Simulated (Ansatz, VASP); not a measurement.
**Cross-check of Mg7Al6P32O96 (liquid 62P2O5-12Al2O3-27MgO (mol %) at 3000 K) between VASP and Ansatz**

Wanted: the spread between two codes on one cell, functional and k mesh. The cell is taken from a series of runs on this material, whose earlier steps may have relaxed, scaled, displaced or heated it; both programs get it as it stands.

Calculated with Ansatz 0.2.0; plane waves, with VASP 6.6.1 beside it; single point at PBE.

### 1. The structure

The cell holds 141 atoms: 32 P, 6 Al, 7 Mg and 96 O. Its edges and angles: a = 12.417 Å, b = 12.417 Å, c = 12.417 Å, α = 90.0°, β = 90.0°, γ = 90.0°. As first built, before any earlier steps moved the atoms (in the runner's words): 141 atoms (32 P, 6 Al, 7 Mg, 96 O) placed at random at 2.48 g/cm^3, melted at 4000 K for 10 ps at fixed volume with the Morse and Coulomb pair potential with partial charges (Pedone, Malavasi, Menziani, Cormack and Segre, J. Phys. Chem. B 110, 11780 (2006)). Snapshot at the end of a hold of 10 ps at 3000 K and fixed volume.

### 2. VASP: single point, PBE

With cell and atoms fixed, the geometry can't cause a difference; cores, projectors, grids and the points listed under the comparison can.

Lines of VASP's logs that name or quote its potential files are left out, and so is its time.

Input file INCAR:

```
SYSTEM = Mg7Al6P32O96
PREC = Accurate
ENCUT = 600
EDIFF = 1E-06
NELM = 120
ISMEAR = 0
SIGMA = 0.01
LREAL = Auto
ALGO = Normal
GGA = PE
NBANDS = 482
LORBIT = 11
LWAVE = .FALSE.
LCHARG = .FALSE.
ISIF = 2
LASPH = .TRUE.
GGA_COMPAT = .FALSE.
```

Input file POSCAR:

```
Mg7Al6P32O96
1.0
   12.4168000000      0.0000000000      0.0000000000
    0.0000000000     12.4168000000      0.0000000000
    0.0000000000      0.0000000000     12.4168000000
P Al Mg O
32 6 7 96
Direct
    0.6358400000      0.7117500000      0.1048800000
    0.9935600000      0.3807400000      0.6856200000
    0.1790400000      0.8772000000      0.8615200000
    0.6258700000      0.5858000000      0.3302200000
    0.4059200000      0.2678100000      0.9793000000
    0.7000500000      0.3567600000      0.2140100000
    0.3241700000      0.4672500000      0.8770900000
    0.6791100000      0.1102100000      0.2551000000
    0.2925000000      0.3387600000      0.4366600000
    0.8765100000      0.0896500000      0.9286100000
    0.3331200000      0.8936000000      0.1882800000
    0.6115400000      0.0020700000      0.4702500000
    0.9721500000      0.6233100000      0.3048400000
    0.1273000000      0.1257400000      0.8931900000
    0.3506900000      0.5918300000      0.6631400000
    0.6233400000      0.3531800000      0.6402000000
    0.1108900000      0.2416900000      0.3124200000
    0.1232200000      0.9978500000      0.2732800000
    0.3026600000      0.0799200000      0.5534400000
    0.0424500000      0.8058200000      0.4539700000
    0.1926600000      0.5932400000      0.1972500000
    0.2073500000      0.2380600000      0.6866500000
    0.8869000000      0.9788100000      0.1625500000
    0.0104500000      0.8005200000      0.0278000000
    0.5464700000      0.7534000000      0.7006800000
    0.7296000000      0.4953300000      0.0137300000
    0.8398300000      0.7022300000      0.7049800000
    0.5223100000      0.9812600000      0.7716000000
    0.4434500000      0.8306900000      0.4025600000
    0.9586800000      0.5634700000      0.9338600000
[... 105 atom lines left out ...]
    0.2815800000      0.3116800000      0.5645900000
    0.9802900000      0.6802400000      0.9983600000
    0.6003700000      0.7038000000      0.7938400000
    0.8875600000      0.0706600000      0.0719300000
    0.6123300000      0.0693100000      0.5774100000
    0.5331800000      0.8775600000      0.7026700000
```

Input file KPOINTS:

```
Automatic mesh
0
Gamma
1 1 1
0 0 0
```

Potentials, in the order of the species: P, Al, Mg and O (PBE family, release 64).

On the command line:

```
$ export OMP_NUM_THREADS=4
$ mpirun -np 1 vasp_gam
```

Numbers of over 12 decimals in the logs are rounded to 6 here.

The log of the run:

```text
[banner, memory and clock lines left out]
running    1 mpi-ranks, on    1 nodes
[...]
Offloading initialized ...    1 GPUs detected
[...]
LDA part: xc-table for (Slater+PW92), standard interpolation
 POSCAR, INCAR and KPOINTS ok, starting setup
[...]
entering main loop
       N       E                     dE             d eps       ncg     rms          rms(c)
DAV:   1     0.791511089650E+04    0.79151E+04   -0.49481E+05   980   0.175E+03
DAV:   2    -0.372858526842E+03   -0.82880E+04   -0.79955E+04  1182   0.401E+02
DAV:   3    -0.108107018099E+04   -0.70821E+03   -0.70116E+03  1120   0.124E+02
DAV:   4    -0.109716222580E+04   -0.16092E+02   -0.15988E+02  1160   0.197E+01
[...]
DAV:  25    -0.929125422596E+03   -0.11490E-05   -0.62921E-06  1080   0.660E-03    0.315E-02
DAV:  26    -0.929125420226E+03    0.23699E-05   -0.17779E-06   744   0.327E-03    0.111E-02
DAV:  27    -0.929125419960E+03    0.26597E-06   -0.61652E-07   576   0.143E-03
   1 F= -.92912542E+03 E0= -.92912542E+03  d E =-.149560E-10
```

From OUTCAR (step 2):

```text
  Total       39.3619943     -9.2670153     52.5429147    -21.7294491     -0.7787668     40.2407051
  in kB       32.9426565     -7.7557072     43.9739710    -18.1857091     -0.6517618     33.6780631
  external PRESSURE =      23.0536401 kB  Pullay stress =       0.0000000 kB

 POSITION                                       TOTAL-FORCE (eV/Angst)
 -----------------------------------------------------------------------------------
      7.89510      8.83766      1.30227        -7.476971      0.040164     -4.353780
[...]
2.74933      5.98813      2.86654        -0.606102     -4.614432      0.952222
      8.04199      7.44499      0.56037         2.665130     -4.909001     -0.629507
     10.12379      5.40193      5.82100         0.066608      4.287312      0.162202
      1.05704      3.84312      8.48142         7.423816     -6.643312      0.896858
     11.82278      9.00603      8.34235         4.179341     -1.210757     -0.986651
      5.37846      8.83418      8.69027        -7.103541     -1.708790      0.377368
      7.77254      0.99545      4.63482         0.788371      2.030729     -2.866691
      9.45440      4.83982      1.25012        -0.076960      1.268635      0.251123
      8.76738      7.98202      5.09201        -0.485043     -1.307156      0.664353
     10.08170      4.78196      3.48055        -0.193550     -0.948452     -2.361701
      4.24890      6.58537      9.49277         2.083913     -0.749960      0.010321
      6.36336     11.54961      5.65908        -1.143280     -0.902682     -1.877730
[...]
-----------------------------------------------------------------------------------
    total drift:                               -0.001566      0.017696     -0.025165

  FREE ENERGIE OF THE ION-ELECTRON SYSTEM (eV)
  ---------------------------------------------------
  free  energy   TOTEN  =      -929.1254199603 eV

  energy  without entropy=     -929.1254199603  energy(sigma->0) =     -929.12541996

[... 3 further parts left out ...]
[key lines of the parts left out:]
E-fermi :   2.9987
```

The run ends at a pressure of 2.31 GPa, with forces up to 10 eV/Å.

### 3. Ansatz: single point, PBE

Ansatz runs on its default PAW (the set named soft_2) files.

The same cell, functional and mesh now go to Ansatz, which takes its cutoff from its data sets.

Input file input.yaml:

```yaml
crystal:
  lattice:
    - [12.4168, 0.0, 0.0]
    - [0.0, 12.4168, 0.0]
    - [0.0, 0.0, 12.4168]
  atoms:
    - { symbol: P, position: [0.63584, 0.71175, 0.10488] }
    - { symbol: P, position: [0.99356, 0.38074, 0.68562] }
    - { symbol: P, position: [0.17904, 0.8772, 0.86152] }
    - { symbol: P, position: [0.62587, 0.5858, 0.33022] }
    - { symbol: P, position: [0.40592, 0.26781, 0.9793] }
    - { symbol: P, position: [0.70005, 0.35676, 0.21401] }
    - { symbol: P, position: [0.32417, 0.46725, 0.87709] }
    - { symbol: P, position: [0.67911, 0.11021, 0.2551] }
    - { symbol: P, position: [0.2925, 0.33876, 0.43666] }
    - { symbol: P, position: [0.87651, 0.08965, 0.92861] }
    - { symbol: P, position: [0.33312, 0.8936, 0.18828] }
    - { symbol: P, position: [0.61154, 0.00207, 0.47025] }
    - { symbol: P, position: [0.97215, 0.62331, 0.30484] }
    - { symbol: P, position: [0.1273, 0.12574, 0.89319] }
    - { symbol: P, position: [0.35069, 0.59183, 0.66314] }
    - { symbol: P, position: [0.62334, 0.35318, 0.6402] }
    - { symbol: P, position: [0.11089, 0.24169, 0.31242] }
    - { symbol: P, position: [0.12322, 0.99785, 0.27328] }
    - { symbol: P, position: [0.30266, 0.07992, 0.55344] }
    - { symbol: P, position: [0.04245, 0.80582, 0.45397] }
    - { symbol: P, position: [0.19266, 0.59324, 0.19725] }
    - { symbol: P, position: [0.20735, 0.23806, 0.68665] }
    - { symbol: P, position: [0.8869, 0.97881, 0.16255] }
    - { symbol: P, position: [0.01045, 0.80052, 0.0278] }
    - { symbol: P, position: [0.54647, 0.7534, 0.70068] }
    - { symbol: P, position: [0.7296, 0.49533, 0.01373] }
    - { symbol: P, position: [0.83983, 0.70223, 0.70498] }
    - { symbol: P, position: [0.52231, 0.98126, 0.7716] }
    - { symbol: P, position: [0.44345, 0.83069, 0.40256] }
    - { symbol: P, position: [0.95868, 0.56347, 0.93386] }
[... 105 atom lines left out ...]
    - { symbol: O, position: [0.28158, 0.31168, 0.56459] }
    - { symbol: O, position: [0.98029, 0.68024, 0.99836] }
    - { symbol: O, position: [0.60037, 0.7038, 0.79384] }
    - { symbol: O, position: [0.88756, 0.07066, 0.07193] }
    - { symbol: O, position: [0.61233, 0.06931, 0.57741] }
    - { symbol: O, position: [0.53318, 0.87756, 0.70267] }
kpoints:
  mp_grid: { grid: [1, 1, 1] }
hamiltonian:
  xc: pbe
scf:
  occupations: { method: fixed }
output:
  forces: true
  stress: true
  populations: true
  dos:
    method: { smearing: { sigma: 0.1 } }
    de: 0.1
    projected: { site_lists: { Al: [Al], Mg: [Mg], O: [O], P: [P] } }
  eigenvalues: true
  write_density: true
  write_potential: true
  volumetric_format: npy
```

On the command line:

```
$ ansatz run input.yaml --threads 8 --pin off --max-ram 15872MiB --backend cpu --events-out ev --progress --plain --runs-dir out
```

The log of the run:

```text
Engine: ansatz 0.2.0, aarch64-unknown-linux-gnu
Pseudopotentials: kind: paw
Pseudopotential: P, paw, valence charge 5, recommended cutoff 420 eV (normal), P.paw.azcp
Pseudopotential: Al, paw, valence charge 3, recommended cutoff 420 eV (normal), Al.paw.azcp
Pseudopotential: Mg, paw, valence charge 10, recommended cutoff 420 eV (normal), Mg.paw.azcp
Pseudopotential: O, paw, valence charge 6, recommended cutoff 420 eV (normal), O.paw.azcp
Functional definition: PBE
  parameter kappa = 0.804
  parameter beta = 0.066725
  exchange = pbe_x(kappa = kappa, mu = beta*pi^2/3)
  correlation = pbe_c(beta = beta)
Crystal: 141 atoms, lattice volume = 1914.384 Å³
Basis set: ecut = 420 eV, 37529 PW (Γ), exchange–correlation on 180×180×180 points (8 copies of the dense FFT grid, shifted against one another)
Bands: 553, of which v1, the nominal top of the filled ones, is band 412 counted from 1 (411 counted from 0)
Symmetry: 1 space group operations
Space group: P1 (ITA 1), of the structure as read, at distance tolerance 1.2e-4 Å
k-points: 1
Non-local potential: P, projectors of the file, l = 0: 2, l = 1: 2, l = 2: 2
Non-local potential: Al, projectors of the file, l = 0: 2, l = 1: 2, l = 2: 1
Non-local potential: Mg, projectors of the file, l = 0: 3, l = 1: 2, l = 2: 1
Non-local potential: O, projectors of the file, l = 0: 2, l = 1: 2, l = 2: 1
PAW form: soft (Blöchl's): semilocal exchange-correlation on the pseudo side does not see the compensation charge
PAW one-centre angular grid: P, 110 points (default); XC on 64 Gauss nodes
PAW one-centre angular grid: Al, 110 points (default); XC on 64 Gauss nodes
PAW one-centre angular grid: Mg, 110 points (default); XC on 64 Gauss nodes
PAW one-centre angular grid: O, 110 points (default); XC on 64 Gauss nodes
Initial density: superposition of atomic densities (neutral atoms: chi_scale 0, normalization atom), corrected by the library's trained network
Initial wavefunctions: pseudopotential atomic-orbital guess
Functional: x = pbe(κ = 0.804, μ = 0.219515), c = pbe(β = 0.066725)
SCF iter   1: F=—  HF=-95354.377653 eV  |F-HF|=—  |Δ(HF+E_count)|=         —  Δρ=8.19e-3  dr2=2.26e0  ethr=1.77e-3  ⟨swp⟩=6.0  Hψ=2190  notcnv=0  defer=139
preconditioner: auto → Resta (q_TF=auto, 2.371 Å⁻¹)  ε∞=3.3  [insulator: Δε(μ)=0.900 eV  Ē_g=15.565 eV  n_scr=436 (ndim 8)  ℏωp=23.5 eV  f_vac=0.179  ε∞_Penn≈3.3]
SCF iter   2: F=—  HF=-95353.929686 eV  |F-HF|=—  |Δ(HF+E_count)|=   4.48e-1  Δρ=1.52e-2  dr2=6.59e0  ethr=2.75e-4  ⟨swp⟩=3.0  Hψ=942  notcnv=0  defer=136  recentre
SCF iter   3: F=—  HF=-95354.155073 eV  |F-HF|=—  |Δ(HF+E_count)|=   2.25e-1  Δρ=6.51e-3  dr2=1.46e0  ethr=2.75e-4  ⟨swp⟩=3.0  Hψ=933  notcnv=0  defer=138
SCF iter   4: F=—  HF=-95353.942237 eV  |F-HF|=—  |Δ(HF+E_count)|=   2.13e-1  Δρ=4.43e-3  dr2=6.99e-1  ethr=1.77e-4  ⟨swp⟩=2.0  Hψ=655  notcnv=0  defer=139
SCF iter   5: F=—  HF=-95353.787257 eV  |F-HF|=—  |Δ(HF+E_count)|=   1.55e-1  Δρ=1.74e-3  dr2=1.11e-1  ethr=8.48e-5  ⟨swp⟩=3.0  Hψ=715  notcnv=0  defer=139
SCF iter   6: F=—  HF=-95353.775358 eV  |F-HF|=—  |Δ(HF+E_count)|=   1.19e-2  Δρ=5.71e-4  dr2=6.34e-3  ethr=1.35e-5  ⟨swp⟩=3.0  Hψ=684  notcnv=0  defer=139
SCF iter   7: F=—  HF=-95353.776765 eV  |F-HF|=—  |Δ(HF+E_count)|=   1.41e-3  Δρ=2.07e-3  dr2=1.38e-1  ethr=7.70e-7  ⟨swp⟩=3.0  Hψ=827  notcnv=0  defer=139
SCF iter   8: F=—  HF=-95353.778910 eV  |F-HF|=—  |Δ(HF+E_count)|=   2.15e-3  Δρ=1.45e-3  dr2=7.16e-2  ethr=7.70e-7  ⟨swp⟩=3.0  Hψ=738  notcnv=0  defer=139
SCF iter   9: F=—  HF=-95353.775877 eV  |F-HF|=—  |Δ(HF+E_count)|=   3.03e-3  Δρ=9.55e-4  dr2=3.12e-2  ethr=7.70e-7  ⟨swp⟩=2.0  Hψ=462  notcnv=0  defer=139
SCF iter  10: F=—  HF=-95353.774473 eV  |F-HF|=—  |Δ(HF+E_count)|=   1.40e-3  Δρ=2.34e-4  dr2=1.88e-3  ethr=7.70e-7  ⟨swp⟩=3.0  Hψ=466  notcnv=0  defer=139
SCF iter  11: F=—  HF=-95353.774438 eV  |F-HF|=—  |Δ(HF+E_count)|=   3.49e-5  Δρ=7.49e-5  dr2=1.97e-4  ethr=2.29e-7  ⟨swp⟩=2.0  Hψ=456  notcnv=0  defer=139
SCF iter  12: F=—  HF=-95353.774389 eV  |F-HF|=—  |Δ(HF+E_count)|=   4.89e-5  Δρ=1.27e-5  dr2=3.76e-6  ethr=2.39e-8  ⟨swp⟩=3.0  Hψ=595  notcnv=0  defer=138
SCF iter  13: F=—  HF=-95353.779008 eV  |F-HF|=—  |Δ(HF+E_count)|=   4.62e-3  Δρ=8.25e-6  dr2=1.57e-6  ethr=4.57e-10  ⟨swp⟩=3.0  Hψ=1437  notcnv=0  defer=139
SCF iter  14: F=—  HF=-95353.779008 eV  |F-HF|=—  |Δ(HF+E_count)|=   2.19e-7  Δρ=5.36e-6  dr2=7.99e-7  ethr=1.91e-10  ⟨swp⟩=3.0  Hψ=713  notcnv=0  defer=139
SCF iter  15: F=—  HF=-95353.779008 eV  |F-HF|=—  |Δ(HF+E_count)|=   5.85e-8  Δρ=2.73e-6  dr2=2.42e-7  ethr=9.69e-11  ⟨swp⟩=2.0  Hψ=708  notcnv=0  defer=139
SCF iter  16: F=—  HF=-95353.779008 eV  |F-HF|=—  |Δ(HF+E_count)|=   1.97e-8  Δρ=3.31e-6  dr2=3.93e-7  ethr=1.21e-11  ⟨swp⟩=27.0  Hψ=6112  notcnv=0
SCF iter  17: F=-95353.779008 eV  HF=-95353.779008 eV  |F-HF|=3.78e-10  |Δ(HF+E_count)|=   1.40e-9  Δρ=4.13e-7  dr2=5.41e-9  ethr=1.21e-11  ⟨swp⟩=8.0  Hψ=3296  notcnv=0
[...]
3.387801       0.003215       5.435059
  P = ⅓ Tr σ = 3.3480 GPa (33.480 kbar)
--- Band table (eV) ---
  k-point 0: bands = [... 408 lower, 4.4656, 4.6024, 4.6820, 4.7446, 4.8397, 5.4171, 5.5270, 5.5891, ... 137 higher]
--- Löwdin populations: 141 sites ---
  site symbol       q [e]
     0      P      2.7983
     1      P      2.8408
     2      P      2.7646
     3      P      2.8796
     4      P      2.8634
     5      P      2.8051
     6      P      2.8500
     7      P      2.7755
     8      P      2.8856
     9      P      2.8374
    10      P      2.7481
    11      P      2.7816
    12      P      2.7718
    13      P      2.7524
    14      P      2.8449
    15      P      2.7116
    16      P      2.7462
    17      P      2.7926
    18      P      2.8187
    19      P      2.7477
    20      P      2.7954
    21      P      2.9196
    22      P      2.8484
    23      P      2.7380
[...]
133      O      6.7745
   134      O      6.7435
   135      O      6.7377
   136      O      6.7068
   137      O      6.9110
   138      O      6.7310
   139      O      6.8154
   140      O      6.7245
  spilling = 0.016205 (of n_electrons = 824.000000)
```

### 4. Comparison

Known differences besides the potentials themselves: fixed occupations in Ansatz, narrow Gaussian smearing in VASP; the data sets hold 824 valence electrons in Ansatz (on its default PAW (the set named soft_2) files) and 768 in VASP; the cutoff is 420 eV in Ansatz and 600 eV in VASP (PREC = Accurate, projectors in real space). Total energies have different zeros and are not compared.

The two programs side by side:

```csv
quantity,Ansatz,VASP,difference
pressure (GPa),3.35,2.31,+1.04
gap on the k mesh (eV),0.095,0.090,+0.005
```

Forces on 9 of the 141 atoms, those with the largest forces and the largest differences (eV/Å; atoms numbered as in POSCAR):

```csv
atom,"Ansatz x, y, z","VASP x, y, z"
P1,"-7.638, -0.082, -4.300","-7.477, 0.040, -4.354"
P2,"-3.535, 6.050, -6.867","-3.400, 5.812, -6.847"
P20,"-3.801, 3.954, -4.765","-3.560, 3.888, -4.403"
P30,"7.270, 3.868, -5.483","7.076, 3.787, -5.357"
Al35,"-8.149, 0.409, -5.497","-8.270, 0.466, -5.577"
O68,"7.724, -2.028, 5.137","7.416, -1.969, 4.777"
O76,"7.654, -6.826, 0.867","7.424, -6.643, 0.897"
O126,"5.287, -7.022, 4.776","5.356, -7.135, 4.877"
O132,"2.584, 0.711, 4.913","2.451, 0.716, 4.546"
```

The forces differ by 88 meV/Å r.m.s., which is 3.3 % of the r.m.s. force of 2.625 eV/Å (both taken over all components). A gap on the mesh is an upper bound, since the band edges may lie between its points.

### 5. What came out

| Item | Value |
| --- | --- |
| r.m.s. force difference (single point, PBE) | 3.3 % of the r.m.s. force |
| difference in pressure (single point, PBE) | 1.0 GPa |

In words: The r.m.s. force difference is 3.3 % of the r.m.s. force (single point, PBE), beyond the 3 % picked in this series as the mark of a large difference. The data sets hold unlike numbers of valence electrons (824 in Ansatz and 768 in VASP), so part of the differences comes from the potentials. By the marks of this series, far apart in the single point, PBE pair: the r.m.s. force difference, 3.3 % of the r.m.s. force and the difference in pressure, 1.0 GPa. What causes the difference of the single point, PBE pair stays open here. How closely two codes agree says nothing of how well the functional describes the real material.

[Lines on the potential files, build, host, timing and source positions are cut from VASP's logs without a mark.]

[Logs are printed without paths, hosts, clocks, repeated set-up lines and the standing remarks that a program may print on its own settings, such as how far it seeks lower states.]

[Hosts, paths, dates, database ids (printed as entryN), source tags and the programs' standing remarks are cut or masked in the printed files.]
